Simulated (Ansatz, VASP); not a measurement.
# Cross-check of Zn12CO (Zn(0001)) between VASP and Ansatz, part 2 of 2

One calculation is typed for both programs; each brings its own data sets and cutoff. How far apart do they land?

VASP 6.6.1 and Ansatz 0.2.0.

So far: The structure; VASP: single point, RPBE.

## (3) Ansatz: single point, RPBE

Level of this step: Ansatz beside VASP: Kohn-Sham DFT, plane waves, RPBE (Ansatz).

Ansatz runs on its default PAW (the set named soft_2) files.

The same cell, functional, mesh and smearing now go to Ansatz, which takes its cutoff from its data sets.

File input.yaml:

```yaml
crystal:
  lattice:
    - [5.3823666566, 0.0, 0.0]
    - [2.6911833283, 4.6612662571, 0.0]
    - [0.0, 0.0, 20.1163194799]
  atoms:
    - { symbol: Zn, position: [0.0, 0.0, 0.37283162] }
    - { symbol: Zn, position: [0.5, 0.0, 0.37283162] }
    - { symbol: Zn, position: [0.0, 0.5, 0.37283162] }
    - { symbol: Zn, position: [0.5, 0.5, 0.37283162] }
    - { symbol: Zn, position: [0.83333333, 0.33333333, 0.5] }
    - { symbol: Zn, position: [0.33333333, 0.33333333, 0.5] }
    - { symbol: Zn, position: [0.83333333, 0.83333333, 0.5] }
    - { symbol: Zn, position: [0.33333333, 0.83333333, 0.5] }
    - { symbol: Zn, position: [0.0, 0.0, 0.6211443579] }
    - { symbol: Zn, position: [0.5080596969, 0.9838806061, 0.6294403861] }
    - { symbol: Zn, position: [0.9838806061, 0.5080596969, 0.6294403861] }
    - { symbol: Zn, position: [0.5080596969, 0.5080596969, 0.6294403861] }
    - { symbol: C, position: [0.33333333, 0.33333333, 0.7049448293] }
    - { symbol: O, position: [0.33333333, 0.33333333, 0.7641144221] }
hamiltonian:
  xc: rpbe
  pseudopotentials: { kind: paw }
kpoints:
  mp_grid: { grid: [6, 6, 1] }
scf:
  occupations: { method: methfessel_paxton, width: 0.15 }
  n_extra_bands: 7
efield:
  axis: 3
  dipole_correction: true
  ramp_width: 0.04
output:
  forces: true
  eigenvalues: true
```

Launch:

```sh
$ ansatz run input.yaml --threads 4 --pin off --max-ram 9216MiB --backend cpu --events-out ev --progress --plain --runs-dir out
```

Numbers of over 12 decimals in the logs are rounded to 6 here.

Output:

```text
scf.n_extra_bands = 7 over 77 filled bands (N_el = 154.0): the run solves 84 bands
Engine: ansatz 0.2.0, aarch64-unknown-linux-gnu
Pseudopotentials: kind: paw
Pseudopotential: Zn, paw, valence charge 12, recommended cutoff 420 eV (normal), Zn.paw.azcp
Pseudopotential: C, paw, valence charge 4, recommended cutoff 420 eV (normal), C.paw.azcp
Pseudopotential: O, paw, valence charge 6, recommended cutoff 420 eV (normal), O.paw.azcp
Functional definition: RPBE
  parameter kappa = 0.804
  parameter beta = 0.066725
  exchange = rpbe_x(kappa = kappa, mu = beta*pi^2/3)
  correlation = pbe_c(beta = beta)
Crystal: 14 atoms, lattice volume = 504.691 Å³
Basis set: ecut = 420 eV, 9781 PW (Γ), exchange–correlation on 72×72×270 points (8 copies of the dense FFT grid, shifted against one another)
Bands: 84, of which v1, the nominal top of the filled ones, is band 77 counted from 1 (76 counted from 0)
Symmetry: 6 space group operations
Space group: P3m1 (ITA 156), of the structure as read, at distance tolerance 8.0e-5 Å
k-points: 7 of 36 (time reversal used)
Non-local potential: Zn, projectors of the file, l = 0: 2, l = 1: 2, l = 2: 3, l = 3: 1
Non-local potential: C, projectors of the file, l = 0: 2, l = 1: 2, l = 2: 1
Non-local potential: O, projectors of the file, l = 0: 2, l = 1: 2, l = 2: 1
PAW form: soft (Blöchl's): semilocal exchange-correlation on the pseudo side does not see the compensation charge
PAW frozen core: Zn, regenerated for the run's functional, and the local potential with it (the file was generated under x = pbe(κ = 0.804, μ = 0.219515), c = pbe(β = 0.066725))
PAW frozen core: C, regenerated for the run's functional, and the local potential with it (the file was generated under x = pbe(κ = 0.804, μ = 0.219515), c = pbe(β = 0.066725))
PAW frozen core: O, regenerated for the run's functional, and the local potential with it (the file was generated under x = pbe(κ = 0.804, μ = 0.219515), c = pbe(β = 0.066725))
PAW one-centre angular grid: Zn, 590 points (default); XC on 64 Gauss nodes
PAW one-centre angular grid: C, 110 points (default); XC on 64 Gauss nodes
PAW one-centre angular grid: O, 110 points (default); XC on 64 Gauss nodes
Initial density: superposition of atomic densities (neutral atoms: chi_scale 0, normalization atom), corrected by the library's trained network
Initial wavefunctions: pseudopotential atomic-orbital guess
Functional: x = rpbe, c = pbe(β = 0.066725)
SCF iter   1: F=—  HF=-40711.790419 eV  |F-HF|=—  |Δ(HF+E_count)|=         —  Δρ=4.39e-3  dr2=1.56e-1  ethr=1.77e-3  p=-0.218 e·Å  D=-7.82e-2 V/Å  ΔV_dip=1.57 eV  dr2_dipole=6.35e-2  V_vac-E_F(+/−)=5.18/3.61 eV  ⟨swp⟩=10.6  Hψ=3246  notcnv=0
efield: sawtooth ramp at fractional position 0.0485 (placed from the atoms, in the widest stretch of the axis that holds none; the zero of the levels goes with the place), width 0.0400; the density the first Hamiltonian is built on has a dipole p = -0.218 e·Å; the dipole correction subtracts the counter field D = -7.82e-2 V/Å, which shifts the + side's vacuum level by +1.57 eV against the − side's; the planar-averaged density in the ramp window peaks in size at 1.7e-4 e/Å³
preconditioner: auto → LDOS  [metal: Δε(μ)=0.030 eV  Ē_g=8.566 eV  σ=0.150 eV  W_gap=0.17  n_scr=80 (ndim 8)  ℏωp=20.5 eV  f_vac=0.533  D(μ)=9.58/eV (n_scr^D=64)  β→1.0]
SCF iter   2: F=—  HF=-40711.854773 eV  |F-HF|=—  |Δ(HF+E_count)|=   6.44e-2  S|Δr|=    0.00e0  Δρ=7.46e-3  dr2=1.77e-1  ethr=1.01e-4  p=-0.170 e·Å  D=-6.09e-2 V/Å  ΔV_dip=1.23 eV  dr2_dipole=8.52e-3  V_vac-E_F(+/−)=5.00/3.77 eV  ⟨swp⟩=2.0  Hψ=1297  notcnv=0  defer=5
SCF iter   3: F=—  HF=-40711.783579 eV  |F-HF|=—  |Δ(HF+E_count)|=   7.12e-2  S|Δr|=    0.00e0  Δρ=2.32e-3  dr2=2.72e-2  ethr=1.01e-4  p=-0.166 e·Å  D=-5.95e-2 V/Å  ΔV_dip=1.20 eV  dr2_dipole=6.74e-3  V_vac-E_F(+/−)=5.02/3.83 eV  ⟨swp⟩=2.0  Hψ=1158  notcnv=0  defer=5
SCF iter   4: F=—  HF=-40711.776189 eV  |F-HF|=—  |Δ(HF+E_count)|=   7.39e-3  S|Δr|=    0.00e0  Δρ=4.27e-4  dr2=5.88e-3  ethr=1.77e-5  p=-0.159 e·Å  D=-5.70e-2 V/Å  ΔV_dip=1.15 eV  dr2_dipole=2.47e-3  V_vac-E_F(+/−)=5.00/3.85 eV  ⟨swp⟩=2.0  Hψ=1165  notcnv=0
SCF iter   5: F=—  HF=-40711.775656 eV  |F-HF|=—  |Δ(HF+E_count)|=   5.33e-4  S|Δr|=    0.00e0  Δρ=3.07e-4  dr2=1.24e-3  ethr=3.82e-6  p=-0.153 e·Å  D=-5.47e-2 V/Å  ΔV_dip=1.10 eV  dr2_dipole=1.65e-4  V_vac-E_F(+/−)=4.99/3.89 eV  ⟨swp⟩=2.3  Hψ=1126  notcnv=0
SCF iter   6: F=—  HF=-40711.775566 eV  |F-HF|=—  |Δ(HF+E_count)|=   8.98e-5  S|Δr|=    0.00e0  Δρ=2.45e-4  dr2=2.87e-4  ethr=8.06e-7  p=-0.152 e·Å  D=-5.44e-2 V/Å  ΔV_dip=1.09 eV  dr2_dipole=4.07e-6  V_vac-E_F(+/−)=4.99/3.90 eV  ⟨swp⟩=2.0  Hψ=1071  notcnv=0
SCF iter   7: F=—  HF=-40711.775506 eV  |F-HF|=—  |Δ(HF+E_count)|=   6.04e-5  S|Δr|=    0.00e0  Δρ=1.16e-4  dr2=1.26e-4  ethr=1.86e-7  p=-0.152 e·Å  D=-5.46e-2 V/Å  ΔV_dip=1.10 eV  dr2_dipole=2.89e-6  V_vac-E_F(+/−)=5.00/3.90 eV  ⟨swp⟩=2.0  Hψ=1097  notcnv=0
SCF iter   8: F=—  HF=-40711.775508 eV  |F-HF|=—  |Δ(HF+E_count)|=   2.35e-6  S|Δr|=    0.00e0  Δρ=7.19e-5  dr2=4.38e-5  ethr=8.20e-8  p=-0.153 e·Å  D=-5.50e-2 V/Å  ΔV_dip=1.11 eV  dr2_dipole=4.50e-6  V_vac-E_F(+/−)=5.00/3.90 eV  ⟨swp⟩=2.1  Hψ=825  notcnv=0
SCF iter   9: F=—  HF=-40711.775563 eV  |F-HF|=—  |Δ(HF+E_count)|=   5.45e-5  S|Δr|=    0.00e0  Δρ=5.04e-5  dr2=1.78e-5  ethr=2.85e-8  p=-0.154 e·Å  D=-5.51e-2 V/Å  ΔV_dip=1.11 eV  dr2_dipole=2.72e-6  V_vac-E_F(+/−)=5.00/3.89 eV  ⟨swp⟩=2.3  Hψ=1045  notcnv=0
SCF iter  10: F=—  HF=-40711.775563 eV  |F-HF|=—  |Δ(HF+E_count)|=   6.92e-7  S|Δr|=    0.00e0  Δρ=2.68e-5  dr2=5.90e-6  ethr=1.16e-8  p=-0.154 e·Å  D=-5.52e-2 V/Å  ΔV_dip=1.11 eV  dr2_dipole=9.83e-7  V_vac-E_F(+/−)=5.00/3.89 eV  ⟨swp⟩=2.4  Hψ=1144  notcnv=0
SCF iter  11: F=—  HF=-40711.775567 eV  |F-HF|=—  |Δ(HF+E_count)|=   3.29e-6  S|Δr|=    0.00e0  Δρ=1.05e-5  dr2=1.04e-6  ethr=3.83e-9  p=-0.154 e·Å  D=-5.52e-2 V/Å  ΔV_dip=1.11 eV  dr2_dipole=2.08e-7  V_vac-E_F(+/−)=5.01/3.89 eV  ⟨swp⟩=2.0  Hψ=931  notcnv=0
SCF iter  12: F=—  HF=-40711.775568 eV  |F-HF|=—  |Δ(HF+E_count)|=   7.78e-7  S|Δr|=    0.00e0  Δρ=6.36e-6  dr2=2.27e-7  ethr=6.74e-10  p=-0.154 e·Å  D=-5.52e-2 V/Å  ΔV_dip=1.11 eV  dr2_dipole=2.33e-9  V_vac-E_F(+/−)=5.01/3.89 eV  ⟨swp⟩=2.0  Hψ=1122  notcnv=0
SCF iter  13: F=-40711.775568 eV  HF=-40711.775568 eV  |F-HF|=1.59e-9  |Δ(HF+E_count)|=   2.10e-8  S|Δr|=    0.00e0  Δρ=2.57e-6  dr2=7.77e-8  ethr=6.49e-11  p=-0.154 e·Å  D=-5.52e-2 V/Å  ΔV_dip=1.11 eV  dr2_dipole=1.09e-8  V_vac-E_F(+/−)=5.01/3.89 eV  ⟨swp⟩=11.1  Hψ=3248  notcnv=0
SCF 1 converged in 13 iterations: F = -40711.775568 eV  dr2 = 7.77e-8
  greatest PAW one-centre occupation: 0.983 electrons in one spin orbital (limit 2), on the Zn atom at site 9 (counted from 0), in its partial waves of l = 2
SCF converged after 13 iterations
Stability not checked: this state was not tested for a lower state beside it, because cold or Methfessel-Paxton smearing, or corrected tetrahedra, fill the levels in a way that the test cannot read (fill_not_monotonic; see scf.lower_state_search)
Free energy (F): -40711.775568 eV
Harris-Foulkes:  -40711.775568 eV  (|F-HF|=1.59e-9)
Internal energy: -40711.745875 eV  (E = F + TS)
E sigma→0 (E₀):  -40711.768144 eV
Entropy (-TS):   -0.029692 eV (-2.121 meV/atom)
Fermi energy:    1.626192 eV
Dipole field:    D = -0.055305 V/Å  (p = -0.154252 e·Å, saw-weighted, corrected)
Work function:   Φ+ = 5.0065 eV   Φ− = 3.8939 eV
Levels:          The Fermi level and band energies are counted from a zero that moves with the ramp; work functions are not
--- Per-component energies (eV) ---
  E_band       = -833.307577
  E_kinetic    = 1818.211786
  E_local      = -121075.796151  (includes V_loc(G=0)·N_el)
  E_nonlocal   = 7403.835192
  E_hartree    = 58268.662234
  E_xc         = -1768.821980
  E_vxc        = -764.636315  (∫ρ·V_xc dr)
  E_paw        = -22223.275304  (= ΣΔE_a)
  E_vpaw       = -4743.286232  (= ΣTr[D̂ρ^β])
  E_aug_tail   = -0.001950  (compensation charges beyond the density's cutoff)
  E_efield     = 0.004265  (sawtooth field / dipole correction)
  E_vefield    = -9.037359  (∫n·V_field dr)
  E_ewald      = 36866.359688
  E_core_change = -0.923655  (= ΣΔE_core)
  E_smearing   = -0.029692  (= −TS)
  E_closure    = -0.000000  (closes the sum)
  Σ components = -40711.775568   (vs F -40711.775568, Δ=0.00e0)
--- Forces (eV/Å), atoms counted from 1 ---
  atom   1  Zn     0.00000000    -0.00000000    -0.04534236
  atom   2  Zn    -0.00000000     0.02408678     0.00166925
  atom   3  Zn     0.02085976    -0.01204339     0.00166925
  atom   4  Zn    -0.02085976    -0.01204339     0.00166925
  atom   5  Zn    -0.00000000     0.02435292    -0.04279592
  atom   6  Zn     0.00000000     0.00000000     0.14994127
  atom   7  Zn    -0.02109025    -0.01217646    -0.04279592
  atom   8  Zn     0.02109025    -0.01217646    -0.04279592
  atom   9  Zn    -0.00000000    -0.00000000    -0.03354887
  atom  10  Zn    -0.00000000     0.03124437    -0.01307625
  atom  11  Zn     0.02705842    -0.01562219    -0.01307625
  atom  12  Zn    -0.02705842    -0.01562219    -0.01307625
  atom  13  C      0.00000000    -0.00000000     0.66339388
  atom  14  O      0.00000000    -0.00000000    -0.57187251
  max |Σ_I F_I| component: 3.74e-5 eV/Å
--- Band table (eV; the first three rows and the last of 7) ---
  k-point 0: bands = [... 73 lower, -0.0820, 0.1899, 0.3339, 0.3339, 1.2278, 1.2278, 1.5786, 2.1257, ... 3 higher]
  k-point 1: bands = [... 73 lower, -0.1462, 0.4326, 0.7251, 0.9291, 1.5840, 1.6781, 2.0194, 2.6318, ... 3 higher]
  k-point 2: bands = [... 73 lower, -0.5821, -0.0399, 0.9255, 1.1448, 2.1950, 2.3701, 2.6535, 3.3118, ... 3 higher]
  k-point 6: bands = [... 73 lower, 0.0848, 1.6223, 1.6645, 2.1948, 2.2696, 2.3256, 3.0297, 3.0643, ... 3 higher]
```

It took 12 s on 4 threads of Arm Neoverse V1, shared host; peak memory 1.2 GiB; 48 s of CPU time.

## (4) Differences

Known differences besides the PAW data sets themselves: the cutoff is 420 eV in Ansatz and 440 eV in VASP (PREC = Normal, projectors in real space); Ansatz makes its cores anew for this functional, VASP keeps those of its PBE data sets; VASP leaves aspherical gradient terms in its spheres out (LASPH is not set), Ansatz keeps them. Total energies have different zeros and are not compared.

Compared:

```csv
quantity,Ansatz,VASP,difference
"work function, lower of the two faces (eV)",3.89,3.90,0.00
"work function, higher of the two faces (eV)",5.01,5.04,-0.03
```

Forces on 10 of the 14 atoms, picked by the larger force of the two programs (eV/Å; atoms numbered as in POSCAR):

```csv
atom,"Ansatz x, y, z","VASP x, y, z"
Zn1,"0.000, 0.000, -0.045","0.000, 0.000, -0.044"
Zn5,"0.000, 0.024, -0.043","0.000, 0.026, -0.046"
Zn6,"0.000, 0.000, 0.150","0.000, 0.000, 0.151"
Zn7,"-0.021, -0.012, -0.043","-0.022, -0.013, -0.046"
Zn8,"0.021, -0.012, -0.043","0.022, -0.013, -0.046"
Zn10,"0.000, 0.031, -0.013","0.000, 0.035, -0.021"
Zn11,"0.027, -0.016, -0.013","0.030, -0.017, -0.021"
Zn12,"-0.027, -0.016, -0.013","-0.030, -0.017, -0.021"
C13,"0.000, 0.000, 0.663","0.000, 0.000, 0.027"
O14,"0.000, 0.000, -0.572","0.000, 0.000, 0.106"
```

The forces differ by 143 meV/Å r.m.s., which is 403.1 % of the r.m.s. force of 0.04 eV/Å (both taken over all components, held atoms included).

## (5) What moves the difference

The difference is large enough to ask for its cause, so further runs change the set-up of one program at a time, as the table lists.

```csv
run,r.m.s. force difference (meV/Å)
as above,143
"cores kept as stored, as VASP does",145
Ansatz's larger PAW set (cutoff 900 eV),149
```

## (6) What came out

| Item | Value |
| --- | --- |
| r.m.s. force difference (single point, RPBE) | 143 meV/Å |

What this shows: The r.m.s. force difference is 143 meV/Å (single point, RPBE), beyond the 12 meV/Å picked in this series as the mark of a large difference. For single point, RPBE: no further run halves the r.m.s. force difference; only Ansatz's side was varied. 1 further run on this material is not shown. How closely two codes agree says nothing of how well the functional describes the real material.

[Lines on the potential files, build, host, timing and source positions are cut from VASP's logs without a mark.]

[Logs are printed without paths, hosts, clocks, repeated set-up lines and the standing remarks that a program may print on its own settings, such as how far it seeks lower states.]

[Hosts, paths, dates, database ids (printed as entryN), source tags and the programs' standing remarks are cut or masked in the printed files.]
